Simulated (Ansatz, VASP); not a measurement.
# Al2O3 (Corundum): VASP beside Ansatz, part 2 of 3

Aim: how closely do two programs agree when they are given the same cell, functional and k mesh? The cell is taken from a series of runs on this material, whose earlier steps may have relaxed, scaled, displaced or heated it; both programs get it as it stands.

VASP 6.6.1 and Ansatz 0.2.0.

So far: The starting structure; VASP: zone-centre phonons, LDA.

## (2) VASP: zone-centre phonons, LDA (continued)

Level of this step: LDA; plane waves and PAW (Al, O) (VASP).

Parts of OUTCAR (step 2):

```text
ion  position               nearest neighbor table
   1  0.351  0.351  0.351-   8 1.85   9 1.85  10 1.85   6 1.96   7 1.96   5 1.96   2 2.62   3 2.78
                             3 2.78   3 2.78   2 3.22   2 3.22   2 3.22
   2  0.149  0.149  0.149-   8 1.85  10 1.85   9 1.85   7 1.96   6 1.96   5 1.96   1 2.62   4 2.78
                             4 2.78   4 2.78   1 3.22   1 3.22   1 3.22
   3  0.649  0.649  0.649-   5 1.85   6 1.85   7 1.85   9 1.96  10 1.96   8 1.96   4 2.62   1 2.78
                             1 2.78   1 2.78   4 3.22   4 3.22   4 3.22
   4  0.851  0.851  0.851-   5 1.85   7 1.85   6 1.85  10 1.96   9 1.96   8 1.96   3 2.62   2 2.78
                             2 2.78   2 2.78   3 3.22   3 3.22   3 3.22
   5  0.557  0.943  0.250-   3 1.85   4 1.85   1 1.96   2 1.96
   6  0.250  0.557  0.943-   3 1.85   4 1.85   1 1.96   2 1.96
   7  0.943  0.250  0.557-   4 1.85   3 1.85   2 1.96   1 1.96
   8  0.443  0.057  0.750-   1 1.85   2 1.85   3 1.96   4 1.96
   9  0.750  0.443  0.057-   1 1.85   2 1.85   3 1.96   4 1.96
  10  0.057  0.750  0.443-   2 1.85   1 1.85   4 1.96   3 1.96

  LATTYP: Found a trigonal (rhomboedric) cell.
 ALAT       =     5.1106091852
 COS(alpha) =     0.5685040633

 Subroutine GETGRP returns: Found 12 space group operations
 (whereof  6 operations were pure point group operations)

The static configuration has the point symmetry S_6 .
 The point group associated with its full space group is D_3d.

 Found     13 irreducible k-points:

   k-points           NKPTS =     13   k-points in BZ     NKDIM =     13   number of bands    NBANDS=     34

   dimension x,y,z NGX =    42 NGY =   42 NGZ =   42
   dimension x,y,z NGXF=    84 NGYF=   84 NGZF=   84

   ENCUT  =  600.0 eV  44.10 Ry    6.64 a.u.  10.21 10.21 10.21*2*pi/ulx,y,z

   NELECT =      48.0000    total number of electrons

 k-points in reciprocal lattice and weights: Automatic mesh
   0.00000000  0.00000000  0.00000000       0.016
   0.25000000 -0.00000000 -0.00000000       0.094
   0.50000000 -0.00000000 -0.00000000       0.047
   0.25000000  0.25000000 -0.00000000       0.094
   0.50000000  0.25000000 -0.00000000       0.188
  -0.25000000  0.25000000  0.00000000       0.094
   0.50000000  0.50000000 -0.00000000       0.047
   0.25000000  0.25000000  0.25000000       0.031
   0.50000000  0.25000000  0.25000000       0.094
  -0.25000000  0.25000000  0.25000000       0.094
   0.50000000  0.50000000  0.25000000       0.094
  -0.25000000  0.50000000  0.25000000       0.094
   0.50000000  0.50000000  0.50000000       0.016

 average (electrostatic) potential at core
       1 -69.5699       2 -69.5699       3 -69.5699       4 -69.5699       5 -68.1359
       6 -68.1359       7 -68.1359       8 -68.1359       9 -68.1359      10 -68.1359

  Total       -1.5229074     -1.5229074     -1.0004682      0.0000000     -0.0000000      0.0000000
  in kB      -28.9791913    -28.9791913    -19.0377685      0.0000000     -0.0000000      0.0000000
  external PRESSURE =     -25.6653837 kB  Pullay stress =       0.0000000 kB

  energy-cutoff  :      600.00
  volume of cell :       84.20
      direct lattice vectors                 reciprocal lattice vectors
     2.373810402  1.370520074  4.313354280     0.210631818  0.121608337  0.077279377
    -2.373810402  1.370520074  4.313354280    -0.210631818  0.121608337  0.077279377
[...]
0.000000  0.000000  1.924441    -0.074499    0.088979   -0.000000
      0.000000  0.000000  8.394473     0.074497    0.088981   -0.000000
      0.000000  0.000000 11.015621     0.074499   -0.088979    0.000000
     -0.918005  1.370520  7.548370     0.185148   -0.000005    0.000004
     -0.727903 -1.480276  7.548370    -0.259196   -0.256540   -0.293938
      1.645908  0.109756  7.548370    -0.259190    0.256541    0.293934
      0.918005 -1.370520  5.391693    -0.185148    0.000005   -0.000004
      0.727903  1.480276  5.391693     0.259196    0.256540    0.293938
     -1.645908 -0.109756  5.391693     0.259190   -0.256541   -0.293934

   2 f  =   22.242715 THz   139.755099 2PiTHz  741.937103 cm-1    91.988435 meV
             X         Y         Z           dx          dy          dz
      0.000000  0.000000  4.545590    -0.088981    0.074497    0.000000
      0.000000  0.000000  1.924441     0.088979    0.074499    0.000000
      0.000000  0.000000  8.394473     0.088981   -0.074497   -0.000000
      0.000000  0.000000 11.015621    -0.088979   -0.074499   -0.000000
     -0.918005  1.370520  7.548370     0.000002    0.407307   -0.339408
     -0.727903 -1.480276  7.548370     0.256538   -0.037038    0.169700
      1.645908  0.109756  7.548370    -0.256544   -0.037031    0.169708
      0.918005 -1.370520  5.391693    -0.000002   -0.407307    0.339408
      0.727903  1.480276  5.391693    -0.256538    0.037038   -0.169700
     -1.645908 -0.109756  5.391693     0.256544    0.037031   -0.169708

   3 f  =   22.229209 THz   139.670241 2PiTHz  741.486606 cm-1    91.932581 meV
             X         Y         Z           dx          dy          dz
      0.000000  0.000000  4.545590    -0.000000    0.000000   -0.061120
      0.000000  0.000000  1.924441     0.000000    0.000000   -0.061120
      0.000000  0.000000  8.394473     0.000000   -0.000000    0.061120
      0.000000  0.000000 11.015621    -0.000000   -0.000000    0.061120
     -0.918005  1.370520  7.548370    -0.000000    0.230117   -0.333500
     -0.727903 -1.480276  7.548370    -0.199288   -0.115059   -0.333500
      1.645908  0.109756  7.548370     0.199288   -0.115059   -0.333500
      0.918005 -1.370520  5.391693     0.000000   -0.230117    0.333500
      0.727903  1.480276  5.391693     0.199288    0.115059    0.333500
     -1.645908 -0.109756  5.391693    -0.199288    0.115059    0.333500

   4 f  =   20.493616 THz   128.765189 2PiTHz  683.593457 cm-1    84.754749 meV
             X         Y         Z           dx          dy          dz
      0.000000  0.000000  4.545590    -0.000000   -0.000000    0.198435
      0.000000  0.000000  1.924441    -0.000000    0.000000   -0.198435
      0.000000  0.000000  8.394473    -0.000000   -0.000000    0.198435
      0.000000  0.000000 11.015621    -0.000000    0.000000   -0.198435
     -0.918005  1.370520  7.548370    -0.374721   -0.000000   -0.000000
     -0.727903 -1.480276  7.548370     0.187360   -0.324518   -0.000000
      1.645908  0.109756  7.548370     0.187360    0.324518    0.000000
      0.918005 -1.370520  5.391693    -0.374721   -0.000000    0.000000
      0.727903  1.480276  5.391693     0.187360   -0.324518   -0.000000
     -1.645908 -0.109756  5.391693     0.187360    0.324518    0.000000

   5 f  =   19.060433 THz   119.760232 2PiTHz  635.787604 cm-1    78.827581 meV
             X         Y         Z           dx          dy          dz
      0.000000  0.000000  4.545590    -0.000000   -0.000000   -0.099145
      0.000000  0.000000  1.924441    -0.000000    0.000000    0.099145
      0.000000  0.000000  8.394473     0.000000    0.000000    0.099145
      0.000000  0.000000 11.015621     0.000000   -0.000000   -0.099145
     -0.918005  1.370520  7.548370    -0.400142   -0.000000    0.000000
     -0.727903 -1.480276  7.548370     0.200071   -0.346533   -0.000000
      1.645908  0.109756  7.548370     0.200071    0.346533    0.000000
      0.918005 -1.370520  5.391693     0.400142   -0.000000    0.000000
      0.727903  1.480276  5.391693    -0.200071    0.346533    0.000000
     -1.645908 -0.109756  5.391693    -0.200071   -0.346533   -0.000000

   6 f  =   18.691744 THz   117.443691 2PiTHz  623.489467 cm-1    77.302807 meV
             X         Y         Z           dx          dy          dz
      0.000000  0.000000  4.545590     0.093128    0.103127    0.000000
      0.000000  0.000000  1.924441     0.093136   -0.103121   -0.000000
      0.000000  0.000000  8.394473     0.093128    0.103127    0.000000
      0.000000  0.000000 11.015621     0.093136   -0.103121   -0.000000
     -0.918005  1.370520  7.548370     0.302043   -0.000016    0.000001
     -0.727903 -1.480276  7.548370    -0.271964   -0.331393   -0.035985
      1.645908  0.109756  7.548370    -0.271941    0.331401    0.035983
      0.918005 -1.370520  5.391693     0.302043   -0.000016    0.000001
      0.727903  1.480276  5.391693    -0.271964   -0.331393   -0.035985
     -1.645908 -0.109756  5.391693    -0.271941    0.331401    0.035983

   7 f  =   18.691744 THz   117.443691 2PiTHz  623.489467 cm-1    77.302807 meV
             X         Y         Z           dx          dy          dz
      0.000000  0.000000  4.545590     0.103127   -0.093128   -0.000000
      0.000000  0.000000  1.924441    -0.103121   -0.093136   -0.000000
      0.000000  0.000000  8.394473     0.103127   -0.093128   -0.000000
      0.000000  0.000000 11.015621    -0.103121   -0.093136   -0.000000
     -0.918005  1.370520  7.548370     0.000011    0.463285   -0.041551
     -0.727903 -1.480276  7.548370     0.331387   -0.110723    0.020774
      1.645908  0.109756  7.548370    -0.331406   -0.110700    0.020777
      0.918005 -1.370520  5.391693     0.000011    0.463285   -0.041551
      0.727903  1.480276  5.391693     0.331387   -0.110723    0.020774
     -1.645908 -0.109756  5.391693    -0.331406   -0.110700    0.020777

   8 f  =   18.071806 THz   113.548506 2PiTHz  602.810561 cm-1    74.738951 meV
             X         Y         Z           dx          dy          dz
      0.000000  0.000000  4.545590     0.000000    0.000000   -0.458937
      0.000000  0.000000  1.924441     0.000000   -0.000000    0.458937
      0.000000  0.000000  8.394473     0.000000    0.000000   -0.458937
      0.000000  0.000000 11.015621     0.000000   -0.000000    0.458937
     -0.918005  1.370520  7.548370    -0.162022   -0.000000    0.000000
     -0.727903 -1.480276  7.548370     0.081011   -0.140315   -0.000000
      1.645908  0.109756  7.548370     0.081011    0.140315    0.000000
      0.918005 -1.370520  5.391693    -0.162022   -0.000000    0.000000
      0.727903  1.480276  5.391693     0.081011   -0.140315   -0.000000
     -1.645908 -0.109756  5.391693     0.081011    0.140315    0.000000

   9 f  =   17.396125 THz   109.303075 2PiTHz  580.272258 cm-1    71.944558 meV
             X         Y         Z           dx          dy          dz
      0.000000  0.000000  4.545590     0.000000    0.000000    0.185456
      0.000000  0.000000  1.924441    -0.000000    0.000000    0.185456
      0.000000  0.000000  8.394473     0.000000    0.000000    0.185456
      0.000000  0.000000 11.015621    -0.000000    0.000000    0.185456
     -0.918005  1.370520  7.548370    -0.000000    0.343509   -0.160434
     -0.727903 -1.480276  7.548370    -0.297487   -0.171754   -0.160434
      1.645908  0.109756  7.548370     0.297487   -0.171754   -0.160434
      0.918005 -1.370520  5.391693    -0.000000    0.343509   -0.160434
      0.727903  1.480276  5.391693    -0.297487   -0.171754   -0.160434
     -1.645908 -0.109756  5.391693     0.297487   -0.171754   -0.160434
    [... 271 further lines ...]
      0.727903  1.480276  5.391693     0.000070    0.000040   -0.280309
     -1.645908 -0.109756  5.391693    -0.000070    0.000040   -0.280309

 MACROSCOPIC STATIC DIELECTRIC TENSOR IONIC CONTRIBUTION
 ------------------------------------------------------
           6.074789     0.000000     0.000000
           0.000000     6.074789     0.000000
           0.000000     0.000000     7.874366
 ------------------------------------------------------

 ELASTIC MODULI CONTR FROM IONIC RELAXATION (kBar)
 Direction    XX          YY          ZZ          XY          YZ          ZX
 --------------------------------------------------------------------------------
 XX        -385.0179    167.3768    147.1144      0.0000    116.2189      0.0000
 YY         167.3768   -385.0179    147.1144      0.0000   -116.2189      0.0000
 ZZ         147.1144    147.1144   -240.2335     -0.0000     -0.0000     -0.0000
 XY           0.0000      0.0000     -0.0000   -276.2104     -0.0000    115.1586
 YZ         116.2189   -116.2189     -0.0000     -0.0000   -143.7034      0.0000
 ZX           0.0000      0.0000     -0.0000    115.1586      0.0000   -142.4403
 --------------------------------------------------------------------------------

 PIEZOELECTRIC TENSOR IONIC CONTR  for field in x, y, z        (C/m^2)
          XX          YY          ZZ          XY          YZ          ZX
  --------------------------------------------------------------------------------
  x    -0.00000     0.00000    -0.00000    -0.00000     0.00000     0.00000
  y     0.00000    -0.00000    -0.00000     0.00000    -0.00000     0.00000
  z     0.00000     0.00000    -0.00000     0.00000     0.00000     0.00000
```

(Part 2 of 3 ends here.)

[Lines on the potential files, build, host, timing and source positions are cut from VASP's logs without a mark.]

[Logs are printed without paths, hosts, clocks, repeated set-up lines and the standing remarks that a program may print on its own settings, such as how far it seeks lower states.]

[Hosts, paths, dates, database ids (printed as entryN), source tags and the programs' standing remarks are cut or masked in the printed files.]
